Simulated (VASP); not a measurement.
Calculation: LDA (Ceperley-Alder, Perdew-Zunger), VASP's LDA PAW potentials (set 64) (plane waves; VASP).

Input for VASP

**INCAR**
```
ALGO  =  Normal
EDIFF  =  1E-6
EDIFFG  =  -0.02
ENCUT  =  500
IBRION  =  2
ISIF  =  3
ISMEAR  =  0
LASPH  =  .TRUE.
LCHARG  =  .FALSE.
LMAXMIX  =  4
LREAL  =  .FALSE.
LWAVE  =  .FALSE.
NELM  =  100
NSW  =  40
PREC  =  Accurate
PSTRESS  =  100
SIGMA  =  0.05
SYSTEM  =  CuI
```

### KPOINTS
```
Automatic mesh
0
Gamma
8 8 8
0 0 0
```

POSCAR:
```
CuI
1
    0.0000000000     2.8633127012     2.8633127012
    2.8633127012    -0.0000000000     2.8633127012
    2.8633127012     2.8633127012     0.0000000000
Cu I
1 1
Direct
  0.0000000000   0.0000000000   0.0000000000
  0.2500000000   0.2500000000   0.2500000000
```

POTCAR, in this order: Cu I (LDA.64 set). Program: vasp_std.

Output

File OSZICAR:
```
       N       E                     dE             d eps       ncg     rms          rms(c)
DAV:   1     0.106194538482E+03    0.10619E+03   -0.79736E+03   754   0.152E+03
DAV:   2     0.454454937133E+00   -0.10574E+03   -0.10051E+03   769   0.278E+02
DAV:   3    -0.709056317803E+01   -0.75450E+01   -0.74418E+01  1022   0.867E+01
DAV:   4    -0.733121063808E+01   -0.24065E+00   -0.24052E+00   936   0.135E+01
DAV:   5    -0.733857895045E+01   -0.73683E-02   -0.73682E-02  1100   0.237E+00    0.713E+00
DAV:   6    -0.720938195240E+01    0.12920E+00   -0.56804E+00   769   0.765E+01    0.455E+00
DAV:   7    -0.695533828570E+01    0.25404E+00   -0.13097E+00   869   0.458E+01    0.233E+00
DAV:   8    -0.695189398828E+01    0.34443E-02   -0.81713E-02  1150   0.546E+00    0.587E-01
DAV:   9    -0.694583481196E+01    0.60592E-02   -0.22803E-02   916   0.526E+00    0.248E-01
DAV:  10    -0.694592123959E+01   -0.86428E-04   -0.10485E-03   859   0.274E-01    0.184E-01
DAV:  11    -0.694576428949E+01    0.15695E-03   -0.94525E-04  1031   0.115E+00    0.418E-02
DAV:  12    -0.694576566401E+01   -0.13745E-05   -0.12370E-04  1108   0.154E-01    0.440E-02
DAV:  13    -0.694576558068E+01    0.83322E-07   -0.20023E-06   643   0.224E-02
   1 F= -.40153734E+01 E0= -.40153734E+01  d E =-.401537E+01
       N       E                     dE             d eps       ncg     rms          rms(c)
DAV:   1    -0.102272761995E+02   -0.32815E+01   -0.46955E+01   799   0.182E+02    0.173E+01
DAV:   2    -0.100386725203E+02    0.18860E+00   -0.59963E+01   754   0.248E+02    0.944E+00
DAV:   3    -0.675538523009E+01    0.32833E+01   -0.11407E+01   899   0.133E+02    0.203E+00
DAV:   4    -0.678345486682E+01   -0.28070E-01   -0.28589E+00  1126   0.530E+01    0.291E+00
DAV:   5    -0.666939923230E+01    0.11406E+00   -0.10760E+00   942   0.348E+01    0.123E+00
DAV:   6    -0.666834993548E+01    0.10493E-02   -0.34798E-02  1136   0.281E+00    0.101E+00
DAV:   7    -0.666510606044E+01    0.32439E-02   -0.30796E-03   959   0.133E+00    0.502E-01
DAV:   8    -0.666330490057E+01    0.18012E-02   -0.12745E-02   879   0.399E+00    0.165E-01
DAV:   9    -0.666322520830E+01    0.79692E-04   -0.62731E-04  1183   0.652E-01    0.110E-01
DAV:  10    -0.666320503951E+01    0.20169E-04   -0.47023E-05  1201   0.134E-01    0.641E-02
DAV:  11    -0.666319414198E+01    0.10898E-04   -0.18926E-05  1206   0.145E-01    0.198E-02
DAV:  12    -0.666319215044E+01    0.19915E-05   -0.10831E-05  1112   0.109E-01    0.916E-03
DAV:  13    -0.666319218146E+01   -0.31017E-07   -0.52495E-07   440   0.171E-02
   2 F= -.40233932E+01 E0= -.40233932E+01  d E =-.801982E-02
       N       E                     dE             d eps       ncg     rms          rms(c)
DAV:   1    -0.741907874698E+01   -0.75589E+00   -0.10420E+01   774   0.938E+01    0.575E+00
DAV:   2    -0.699771903763E+01    0.42136E+00   -0.45319E+00   864   0.885E+01    0.198E+00
DAV:   3    -0.685487679798E+01    0.14284E+00   -0.87219E-01   794   0.340E+01    0.121E+00
DAV:   4    -0.682907389273E+01    0.25803E-01   -0.90187E-02  1104   0.685E+00    0.303E-01
DAV:   5    -0.682855176994E+01    0.52212E-03   -0.24909E-03  1031   0.694E-01    0.215E-01
DAV:   6    -0.682789179106E+01    0.65998E-03   -0.37246E-04  1218   0.792E-01    0.811E-02
DAV:   7    -0.682784038453E+01    0.51407E-04   -0.23080E-04   864   0.195E-01    0.774E-03
DAV:   8    -0.682784078946E+01   -0.40493E-06   -0.90034E-06  1023   0.337E-02
   3 F= -.40585303E+01 E0= -.40585303E+01  d E =-.431569E-01
```

### OUTCAR
```
------------------------ aborting loop because EDIFF is reached ----------------------------------------
  FORCE on cell =-STRESS in cart. coord.  units (eV):
  Direction    XX          YY          ZZ          XY          YZ          ZX
  --------------------------------------------------------------------------------------
  Total        2.7610379      2.7610379      2.7610379      0.0000000     -0.0000000      0.0000000
  in kB       99.7012769     99.7012769     99.7012769      0.0000000     -0.0000000      0.0000000
  external PRESSURE =      -0.2987231 kB  Pullay stress =     100.0000000 kB
  volume of cell :       44.37
      direct lattice vectors                 reciprocal lattice vectors
     0.000000000  2.809856101  2.809856101    -0.177945056  0.177945056  0.177945056
     2.809856101  0.000000000  2.809856101     0.177945056 -0.177945056  0.177945056
     2.809856101  2.809856101  0.000000000     0.177945056  0.177945056 -0.177945056
  FREE ENERGIE OF THE ION-ELECTRON SYSTEM (eV)
  ---------------------------------------------------
  free  energy   TOTEN  =        -6.8278407895 eV

  energy  without entropy=       -6.8278407895  energy(sigma->0) =       -6.82784079
  enthalpy is  TOTEN    =        -4.0585302965 eV   P V=        2.7693104929

 reached required accuracy - stopping structural energy minimisation
```
(Selected blocks of OUTCAR.)

File CONTCAR:
```
CuI
   1.00000000000000
     0.0000000000000000    2.8098561012366146    2.8098561012366146
     2.8098561012366146    0.0000000000000000    2.8098561012366146
     2.8098561012366146    2.8098561012366146    0.0000000000000000
  Cu              I
     1     1
Direct
     0.0000000000000000    0.0000000000000000    0.0000000000000000
     0.2500000000000000    0.2500000000000000    0.2500000000000000
```

Energy and stress use the plane-wave basis of the starting cell.

The compound is CuI in the zinc blende structure. This run relaxes it under an external pressure of 10 GPa. Symmetry was kept, so distortions that lower it aren't found.
